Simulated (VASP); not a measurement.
Method: r2SCAN meta-GGA, VASP's PBE PAW potentials (set 64) (plane waves; VASP).

VASP ran on this input.

**INCAR**
```
SYSTEM = TiO2
PREC = Accurate
ENCUT = 520
EDIFF = 1E-8
NELM = 100
ALGO = Normal
LREAL = .FALSE.
LASPH = .TRUE.
ISMEAR = 0
SIGMA = 0.05
METAGGA = R2SCAN
LMIXTAU = .TRUE.
LMAXMIX = 4
LWAVE = .FALSE.
LCHARG = .FALSE.
IBRION = 1
ISIF = 2
NSW = 30
EDIFFG = -0.001
```

File KPOINTS:
```
Automatic mesh
0
Gamma
 5 5 7
```

File POSCAR:
```
TiO2
1
    4.6023307248    -0.0000000000     0.0000000000
    0.0000000000     4.6023307248     0.0000000000
    0.0000000000     0.0000000000     2.9601607042
Ti O
2 4
Direct
  1.0000000000   0.0000000000   0.0000000000
  0.5000000000   0.5000000000   0.5000000000
  0.3045125053   0.3045125053   1.0000000000
  0.8045125053   0.1954874947   0.5000000000
  0.1954874947   0.8045125053   0.5000000000
  0.6954874947   0.6954874947   0.0000000000
```

POTCAR, in this order: Ti_sv O (PBE.64 set). Program: vasp_std.

What VASP printed:

### OSZICAR
```
       N       E                     dE             d eps       ncg     rms          rms(c)
DAV:   1     0.683614526325E+03    0.68361E+03   -0.25613E+04  1344   0.206E+03
DAV:   2     0.292107690171E+02   -0.65440E+03   -0.63127E+03  1412   0.605E+02
DAV:   3    -0.956470111923E+02   -0.12486E+03   -0.12210E+03  2108   0.228E+02
DAV:   4    -0.101729924084E+03   -0.60829E+01   -0.60762E+01  1808   0.526E+01
DAV:   5    -0.101999294850E+03   -0.26937E+00   -0.26931E+00  1924   0.945E+00    0.326E+01
DAV:   6    -0.723233346823E+02    0.29676E+02   -0.84803E+01  1660   0.109E+02    0.900E+00
DAV:   7    -0.686932930110E+02    0.36300E+01   -0.53183E+00  1756   0.167E+01    0.506E+00
DAV:   8    -0.734408577134E+02   -0.47476E+01   -0.23155E+00  1616   0.123E+01    0.263E+00
DAV:   9    -0.690472768491E+02    0.43936E+01   -0.13569E+00  1408   0.983E+00    0.889E-01
DAV:  10    -0.696467499210E+02   -0.59947E+00   -0.29246E-01  1684   0.495E+00    0.506E-01
DAV:  11    -0.696769662830E+02   -0.30216E-01   -0.11812E-02  1720   0.908E-01    0.329E-01
DAV:  12    -0.697881514861E+02   -0.11119E+00   -0.50898E-02  1456   0.237E+00    0.168E-01
DAV:  13    -0.697938245197E+02   -0.56730E-02   -0.96367E-03  1532   0.105E+00    0.415E-02
DAV:  14    -0.697957257228E+02   -0.19012E-02   -0.15534E-03  1752   0.393E-01    0.189E-02
DAV:  15    -0.697952717384E+02    0.45398E-03   -0.33533E-04  1608   0.166E-01    0.255E-02
DAV:  16    -0.697958807636E+02   -0.60903E-03   -0.45877E-04  1500   0.209E-01    0.874E-03
DAV:  17    -0.697958984999E+02   -0.17736E-04   -0.24201E-05  1520   0.523E-02    0.350E-03
DAV:  18    -0.697959029387E+02   -0.44389E-05   -0.29704E-06  1800   0.161E-02    0.220E-03
DAV:  19    -0.697959028453E+02    0.93465E-07   -0.63791E-07  1556   0.973E-03    0.942E-04
DAV:  20    -0.697959037906E+02   -0.94529E-06   -0.56206E-07  1512   0.736E-03    0.334E-04
DAV:  21    -0.697959037672E+02    0.23323E-07   -0.30529E-08  1324   0.169E-03    0.232E-04
DAV:  22    -0.697959037299E+02    0.37314E-07   -0.69386E-09   928   0.803E-04    0.113E-04
DAV:  23    -0.697959037144E+02    0.15469E-07   -0.30638E-09   936   0.478E-04    0.438E-05
DAV:  24    -0.697959037021E+02    0.12308E-07   -0.13119E-09   928   0.298E-04    0.289E-05
DAV:  25    -0.697959036967E+02    0.53951E-08   -0.31736E-10   912   0.178E-04
   1 F= -.69795904E+02 E0= -.69795904E+02  d E =-.697959E+02
       N       E                     dE             d eps       ncg     rms          rms(c)
DAV:   1    -0.697959050930E+02   -0.13909E-05   -0.10994E-03  1472   0.209E-01    0.537E-03
DAV:   2    -0.697959059257E+02   -0.83268E-06   -0.20603E-05  1640   0.331E-02    0.458E-03
DAV:   3    -0.697959057247E+02    0.20104E-06   -0.71126E-07  1732   0.738E-03    0.288E-03
DAV:   4    -0.697959055085E+02    0.21619E-06   -0.77369E-07  1484   0.750E-03    0.554E-04
DAV:   5    -0.697959058227E+02   -0.31427E-06   -0.39513E-07  1456   0.656E-03    0.301E-04
DAV:   6    -0.697959058647E+02   -0.41959E-07   -0.92125E-08  1268   0.271E-03    0.244E-04
DAV:   7    -0.697959058881E+02   -0.23374E-07   -0.16246E-08   944   0.127E-03    0.124E-04
DAV:   8    -0.697959058922E+02   -0.41118E-08   -0.43712E-09   836   0.699E-04
   2 F= -.69795906E+02 E0= -.69795906E+02  d E =-.219543E-05
```

### OUTCAR
```
------------------------ aborting loop because EDIFF is reached ----------------------------------------
  FORCE on cell =-STRESS in cart. coord.  units (eV):
  Direction    XX          YY          ZZ          XY          YZ          ZX
  --------------------------------------------------------------------------------------
  Total       -0.0086603     -0.0086603      0.0358320     -0.0000000      0.0000000      0.0000000
  in kB       -0.2212961     -0.2212961      0.9156110     -0.0000000      0.0000000      0.0000000
  external PRESSURE =       0.1576729 kB  Pullay stress =       0.0000000 kB
  volume of cell :       62.70
      direct lattice vectors                 reciprocal lattice vectors
     4.602330725  0.000000000  0.000000000     0.217281212  0.000000000  0.000000000
     0.000000000  4.602330725  0.000000000     0.000000000  0.217281212  0.000000000
     0.000000000  0.000000000  2.960160704     0.000000000  0.000000000  0.337819497
 POSITION                                       TOTAL-FORCE (eV/Angst)
 -----------------------------------------------------------------------------------
      0.00000     -0.00000      0.00000         0.000000      0.000000      0.000000
      2.30117      2.30117      1.48008         0.000000      0.000000      0.000000
      1.40162      1.40162     -0.00000        -0.000066     -0.000066     -0.000000
      3.70279      0.89955      1.48008        -0.000066      0.000066      0.000000
      0.89955      3.70279      1.48008         0.000066     -0.000066      0.000000
      3.20071      3.20071      0.00000         0.000066      0.000066      0.000000
 -----------------------------------------------------------------------------------
    total drift:                                0.000000      0.000000      0.000000
  FREE ENERGIE OF THE ION-ELECTRON SYSTEM (eV)
  ---------------------------------------------------
  free  energy   TOTEN  =       -69.7959058922 eV

  energy  without entropy=      -69.7959058922  energy(sigma->0) =      -69.79590589

 reached required accuracy - stopping structural energy minimisation
```
(Selected blocks of OUTCAR.)

### CONTCAR
```
TiO2
   1.00000000000000
     4.6023307247999998    0.0000000000000000    0.0000000000000000
     0.0000000000000000    4.6023307247999998    0.0000000000000000
     0.0000000000000000    0.0000000000000000    2.9601607042000002
  Ti              O
     2     4
Direct
     0.0000000000000000   -0.0000000000000000    0.0000000000000000
     0.5000000000000000    0.5000000000000000    0.5000000000000000
     0.3045456292482607    0.3045456292482607   -0.0000000000000000
     0.8045456292482536    0.1954543707517393    0.5000000000000000
     0.1954543707517393    0.8045456292482536    0.5000000000000000
     0.6954543707517464    0.6954543707517464    0.0000000000000000
```

### OUTCAR
```
 val. band max:        4.5013688006   @ k =   0.0000   0.0000   0.0000

 cond. band min:       6.7131607828   @ k =   0.0000   0.0000   0.0000


 Fermi energy:         4.8894772591

 k-point     1 :       0.0000    0.0000    0.0000
  band No.  band energies     occupation
      1     -54.6654      2.00000
      2     -54.6480      2.00000
      3     -29.9268      2.00000
      4     -29.9268      2.00000
      5     -29.7521      2.00000
      6     -29.7521      2.00000
      7     -29.7159      2.00000
      8     -29.6818      2.00000
      9     -14.7113      2.00000
     10     -13.5935      2.00000
     11     -12.8483      2.00000
     12     -12.8483      2.00000
     13      -1.3471      2.00000
     14      -0.9966      2.00000
     15      -0.4825      2.00000
     16       0.5371      2.00000
     17       0.5371      2.00000
     18       1.8591      2.00000
     19       1.8591      2.00000
     20       2.4214      2.00000
     21       3.7331      2.00000
     22       4.0094      2.00000
     23       4.0094      2.00000
     24       4.5014      2.00000
     25       6.7132      0.00000
     26       7.0326      0.00000
     27       7.2645      0.00000
     28       7.3582      0.00000

 k-point     2 :       0.2000    0.0000    0.0000
  band No.  band energies     occupation
      1     -54.6638      2.00000
      2     -54.6497      2.00000
      3     -29.9135      2.00000
      4     -29.9124      2.00000
      5     -29.7681      2.00000
      6     -29.7669      2.00000
      7     -29.7126      2.00000
      8     -29.6850      2.00000
      9     -14.5742      2.00000
     10     -13.5997      2.00000
     11     -12.9768      2.00000
     12     -12.9021      2.00000
     13      -1.0976      2.00000
     14      -0.8305      2.00000
     15      -0.2184      2.00000
     16       0.5517      2.00000
     17       0.5615      2.00000
     18       1.6257      2.00000
     19       1.7863      2.00000
     20       2.4541      2.00000
...
```

The compound is TiO2 in the rutile structure. This run relaxes the ions in a fixed cell. Symmetry was kept, so distortions that lower it aren't found. The start is the result of an earlier pass.
